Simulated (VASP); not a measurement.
Method: G0W0 on PBE orbitals, VASP's PBE PAW potentials (set 64) (plane waves; VASP).

VASP input:

INCAR:
```
ALGO  =  EVGW0
ENCUT  =  500
ENCUTGW  =  150
GGA  =  PE
ISMEAR  =  0
LASPH  =  .True.
LCHARG  =  .False.
LREAL  =  .False.
LSPECTRALGW  =  .True.
LWAVE  =  .False.
NBANDS  =  64
NBANDSGW  =  12
NELMGW  =  1
NOMEGA  =  64
PREC  =  Normal
SIGMA  =  0.01
SYSTEM  =  BN
```

File KPOINTS:
```
Automatic mesh
0
Gamma
4 4 4
0 0 0
```

File POSCAR:
```
BN
1
    0.0000000000     1.8075000000     1.8075000000
    1.8075000000     0.0000000000     1.8075000000
    1.8075000000     1.8075000000     0.0000000000
B N
1 1
Direct
  0.0000000000   0.0000000000   0.0000000000
  0.2500000000   0.2500000000   0.2500000000
```

POTCAR, in this order: B_GW N_GW_new (PBE.64 set). Program: vasp_std. Read from the step before: WAVECAR, WAVEDER.

Output of the run:

### OSZICAR
```
energies w=
    0.000    0.000    0.942    0.000    1.883    0.000    2.819    0.000
    3.749    0.000    4.671    0.000    5.583    0.000    6.485    0.000
    7.376    0.000    8.255    0.000    9.121    0.000    9.976    0.000
   10.819    0.000   11.650    0.000   12.472    0.000   13.283    0.000
   14.086    0.000   14.882    0.000   15.672    0.000   16.458    0.000
   17.240    0.000   18.021    0.000   18.803    0.000   19.587    0.000
   20.375    0.000   21.170    0.000   21.973    0.000   22.786    0.000
   23.614    0.000   24.456    0.000   25.318    0.000   26.202    0.000
   27.111    0.000   28.050    0.000   29.023    0.000   30.034    0.000
   31.090    0.000   32.195    0.000   33.358    0.000   34.586    0.000
   35.889    0.000   37.278    0.000   38.765    0.000   40.364    0.000
   42.097    0.000   43.981    0.000   46.045    0.000   48.319    0.000
   50.844    0.000   53.668    0.000   56.854    0.000   60.480    0.000
   64.650    0.000   69.503    0.000   75.225    0.000   82.076    0.000
   90.428    0.000  100.833    0.000  114.148    0.000  131.774    0.000
  156.180    0.000  192.147    0.000  250.313    0.000  360.106    0.000
NQ=   1    0.0000    0.0000    0.0000,
 performed         43000 updates of chi_q(r,r)
NQ=   2    0.2500    0.0000    0.0000,
 performed        129000 updates of chi_q(r,r)
NQ=   3    0.5000    0.0000    0.0000,
 performed        202000 updates of chi_q(r,r)
NQ=   4    0.2500    0.2500    0.0000,
 performed        288000 updates of chi_q(r,r)
NQ=   5    0.5000    0.2500    0.0000,
 performed        407000 updates of chi_q(r,r)
NQ=   6   -0.2500    0.2500    0.0000,
 performed        514000 updates of chi_q(r,r)
NQ=   7    0.5000    0.5000    0.0000,
 performed        578000 updates of chi_q(r,r)
NQ=   8   -0.2500    0.5000    0.2500,
 performed        660000 updates of chi_q(r,r)
 resolving degeneracies of screened two electron integrals
```

**OUTCAR**
```


 k-point   1 :       0.0000    0.0000    0.0000
  band No.  KS-energies  QP-energies   sigma(KS)   V_xc(KS)     V^pw_x(r,r')   Z            occupation Imag(sigma)

      1     -11.5113     -13.4588     -17.9638     -15.4798     -26.4803       0.7840       2.0000       1.4148
      2       8.7364       7.8729     -19.3270     -18.2769     -22.0858       0.8223       2.0000       0.0739
      3       8.7364       7.8729     -19.3270     -18.2769     -22.0858       0.8223       2.0000       0.0739
      4       8.7364       7.8729     -19.3270     -18.2769     -22.0858       0.8223       2.0000       0.0739
      5      17.5264      18.7942     -12.2518     -13.7793      -6.9070       0.8300       0.0000      -0.0919
      6      17.5264      18.7942     -12.2518     -13.7793      -6.9070       0.8300       0.0000      -0.0919
      7      17.5264      18.7942     -12.2518     -13.7793      -6.9070       0.8300       0.0000      -0.0919
      8      19.0803      20.1933     -14.0575     -15.4273      -8.2726       0.8125       0.0000      -0.1127
      9      33.4638      33.8728     -10.9092     -11.4239      -3.2841       0.7947       0.0000      -0.5621
     10      36.4716      37.5407     -12.0336     -13.3287      -5.4777       0.8255       0.0000      -0.5366
     11      36.4716      37.5407     -12.0336     -13.3287      -5.4777       0.8255       0.0000      -0.5366
     12      37.0917      37.6231     -10.4180     -11.0699      -3.0356       0.8152       0.0000      -0.8083

 k-point   2 :       0.2500    0.0000    0.0000
  band No.  KS-energies  QP-energies   sigma(KS)   V_xc(KS)     V^pw_x(r,r')   Z            occupation Imag(sigma)

      1     -10.0311     -11.8304     -18.1079     -15.7639     -26.3287       0.7676       2.0000       1.1858
      2       3.2459       1.8894     -17.9003     -16.2132     -21.6945       0.8041       2.0000       0.1179
      3       7.6035       6.6408     -18.8554     -17.6811     -21.7716       0.8197       2.0000       0.0790
      4       7.6035       6.6408     -18.8554     -17.6811     -21.7716       0.8197       2.0000       0.0790
      5      18.3620      19.4603     -13.1121     -14.4441      -7.6415       0.8245       0.0000      -0.0993
      6      19.0515      20.3979     -12.5987     -14.2332      -6.9810       0.8237       0.0000      -0.1027
      7      19.0515      20.3979     -12.5987     -14.2332      -6.9810       0.8237       0.0000      -0.1027
      8      22.3070      23.7261     -14.2957     -16.0784      -7.9181       0.7960       0.0000      -0.1472
      9      32.1672      32.6827     -10.3946     -11.0365      -3.1836       0.8029       0.0000      -0.4554
     10      32.3106      33.1423     -11.2382     -12.2475      -4.7698       0.8240       0.0000      -0.3937
     11      32.3106      33.1423     -11.2382     -12.2475      -4.7698       0.8240       0.0000      -0.3937
     12      36.5860      37.4097     -11.4964     -12.5327      -3.4329       0.7949       0.0000      -0.9113

 k-point   3 :       0.5000    0.0000    0.0000
  band No.  KS-energies  QP-energies   sigma(KS)   V_xc(KS)     V^pw_x(r,r')   Z            occupation Imag(sigma)

      1      -7.2873      -8.9058     -18.9831     -16.8520     -26.7260       0.7595       2.0000       0.8431
      2      -1.9750      -3.6309     -16.6470     -14.5029     -21.7136       0.7723       2.0000       0.2476
      3       6.7895       5.7460     -18.7017     -17.4242     -21.8182       0.8168       2.0000       0.0847
      4       6.7895       5.7460     -18.7017     -17.4242     -21.8182       0.8168       2.0000       0.0847
      5      18.8615      19.8899     -13.3904     -14.6409      -7.8394       0.8223       0.0000      -0.1024
      6      19.4182      20.6938     -12.3609     -13.9059      -6.7276       0.8256       0.0000      -0.1037
      7      19.4182      20.6938     -12.3609     -13.9059      -6.7276       0.8256       0.0000      -0.1037
      8      23.9983      25.3027     -13.4006     -15.0528      -6.5833       0.7895       0.0000      -0.1848
      9      32.1828      32.9881     -11.3761     -12.3911      -3.9170       0.7934       0.0000      -0.4318
     10      35.5163      36.6604     -12.0413     -13.4879      -3.8863       0.7909       0.0000      -0.8250
     11      35.6353      36.6537     -12.0501     -13.3201      -4.4191       0.8019       0.0000      -0.7029
     12      35.6353      36.6537     -12.0501     -13.3201      -4.4191       0.8019       0.0000      -0.7029

 k-point   4 :       0.2500    0.2500    0.0000
  band No.  KS-energies  QP-energies   sigma(KS)   V_xc(KS)     V^pw_x(r,r')   Z            occupation Imag(sigma)

      1      -9.5459     -11.3146     -18.1506     -15.8567     -26.2737       0.7711       2.0000       1.1206
      2       4.7500       3.4799     -18.7475     -17.1727     -22.3634       0.8065       2.0000       0.1033
      3       5.7154       4.5849     -18.1990     -16.8103     -21.4274       0.8141       2.0000       0.0914
      4       5.7154       4.5849     -18.1990     -16.8103     -21.4274       0.8141       2.0000       0.0914
      5      15.5037      16.4220     -12.0347     -13.1321      -7.0029       0.8369       0.0000      -0.0841
      6      20.2641      21.3262     -12.7331     -14.0266      -7.0041       0.8211       0.0000      -0.1113
      7      22.1634      23.7237     -13.4578     -15.3960      -7.1862       0.8050       0.0000      -0.1369
      8      22.1634      23.7237     -13.4578     -15.3960      -7.1862       0.8050       0.0000      -0.1369
      9      26.9986      28.0262     -12.6260     -13.8964      -6.1229       0.8088       0.0000      -0.2190
     10      35.8773      36.7917     -11.6277     -12.7934      -3.4630       0.7844       0.0000      -0.8160
     11      39.3183      40.4014     -12.0519     -13.3556      -5.1355       0.8308       0.0000      -0.8026
     12      42.1288      42.8622     -10.4598     -11.3392      -2.7749       0.8341       0.0000      -1.2341

 k-point   5 :       0.5000    0.2500    0.0000
  band No.  KS-energies  QP-energies   sigma(KS)   V_xc(KS)     V^pw_x(r,r')   Z            occupation Imag(sigma)

      1      -6.8454      -8.4342     -18.9356     -16.8317     -26.5302       0.7552       2.0000       0.7683
      2      -0.0285      -1.6018     -17.2372     -15.2269     -21.8463       0.7827       2.0000       0.1799
      3       3.5696       2.2213     -17.8096     -16.1346     -21.4942       0.8049       2.0000       0.1124
      4       5.0706       3.8788     -18.1491     -16.6820     -21.5571       0.8124       2.0000       0.0974
      5      16.2596      17.1279     -12.1351     -13.1735      -7.0580       0.8362       0.0000      -0.0866
      6      21.8167      23.0094     -13.1857     -14.6494      -7.2632       0.8149       0.0000      -0.1235
      7      23.1847      24.7238     -13.3172     -15.2448      -6.7689       0.7984       0.0000      -0.1571
      8      23.3240      24.7388     -13.4061     -15.1829      -6.7982       0.7962       0.0000      -0.1624
      9      28.6695      29.9510     -13.2870     -14.9200      -5.9810       0.7848       0.0000      -0.2922
     10      35.1895      36.4727     -12.2193     -13.8456      -4.0814       0.7890       0.0000      -0.7615
     11      37.3475      38.3500     -11.7965     -13.0247      -4.3782       0.8163       0.0000      -0.7774
     12      40.8972      41.6240     -10.6394     -11.5124      -3.1380       0.8325       0.0000      -1.0401

 k-point   6 :      -0.2500    0.2500    0.0000
  band No.  KS-energies  QP-energies   sigma(KS)   V_xc(KS)     V^pw_x(r,r')   Z            occupation Imag(sigma)

      1      -7.8473      -9.5005     -18.5773     -16.3924     -26.3460       0.7566       2.0000       0.8830
      2       1.1454      -0.3348     -17.5915     -15.7187     -21.9350       0.7904       2.0000       0.1527
      3       3.1268       1.7361     -17.6192     -15.8888     -21.3761       0.8037       2.0000       0.1176
      4       6.6360       5.5844     -18.5755     -17.2871     -21.6714       0.8162       2.0000       0.0849
      5      18.4369      19.4850     -12.3250     -13.5882      -6.9059       0.8297       0.0000      -0.0975
      6      20.8862      22.3492     -12.8849     -14.6858      -6.7738       0.8124       0.0000      -0.1255
      7      21.5977      22.8556     -13.3909     -14.9464      -7.2884       0.8087       0.0000      -0.1330
      8      23.2456      24.7475     -14.5211     -16.4144      -8.0086       0.7933       0.0000      -0.1554
      9      30.2142      31.2222     -11.6582     -12.9369      -4.3194       0.7883       0.0000      -0.3486
     10      30.7611      31.5862     -11.1838     -12.1784      -5.0053       0.8296       0.0000      -0.3056
     11      35.4987      36.7255     -12.3302     -13.8777      -4.1525       0.7928       0.0000      -0.8068
     12      42.5823      43.2787     -10.7887     -11.6163      -3.1083       0.8415       0.0000      -1.2557

 k-point   7 :       0.5000    0.5000    0.0000
  band No.  KS-energies  QP-energies   sigma(KS)   V_xc(KS)     V^pw_x(r,r')   Z            occupation Imag(sigma)

      1      -5.9180      -7.4337     -19.2676     -17.2557     -26.6882       0.7534       2.0000       0.6737
      2      -0.1982      -1.8587     -17.4097     -15.2728     -22.1828       0.7770       2.0000       0.1862
      3       3.8197       2.5306     -17.9194     -16.3185     -21.6103       0.8052       2.0000       0.1100
      4       3.8197       2.5306     -17.9194     -16.3185     -21.6103       0.8052       2.0000       0.1100
      5      13.1712      13.8168     -11.7622     -12.5264      -7.1066       0.8448       0.0000      -0.0753
      6      17.9327      18.6989     -11.7829     -12.6953      -6.5969       0.8398       0.0000      -0.0886
      7      26.6597      28.3766     -14.1557     -16.3841      -6.4652       0.7705       0.0000      -0.2706
      8      26.6597      28.3766     -14.1557     -16.3841      -6.4652       0.7705       0.0000      -0.2706
      9      29.5358      30.9570     -14.5277     -16.3718      -6.7934       0.7707       0.0000      -0.3395
...
```
(Selected blocks of OUTCAR.)

The mesh is coarse and the basis finite, so the quasiparticle values are not converged.

The compound is BN in the zinc blende structure. The cell was not relaxed at this level. The k-mesh is coarse (spacing up to 0.75 per Å, 2π included), so the numbers may not be converged in it.
